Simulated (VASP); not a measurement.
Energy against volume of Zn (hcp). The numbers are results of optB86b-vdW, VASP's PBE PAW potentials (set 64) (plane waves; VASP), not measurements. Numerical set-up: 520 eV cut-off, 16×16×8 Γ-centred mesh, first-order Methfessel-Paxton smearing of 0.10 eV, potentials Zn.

Shape and ions are relaxed at each volume.

```tsv
V (Å³/atom)	E (eV/atom)
14.234	1.90729
14.674	1.90314
15.115	1.90564
15.555	1.91336
```

Q: Fit these four points and predict the energy of the run at 13.794 Å³/atom.

A: A cubic in V^(−2/3), the third-order Birch-Murnaghan form, passes through the four points with V0 = 14.71 Å³/atom and B0 = 79 GPa, and gives 1.9198 eV/atom there. The run gave 1.9195 eV/atom, -0.3 meV/atom from the fit; all five points give B0 = 78 GPa.

The compound is Zn in the hcp structure. It was relaxed first.
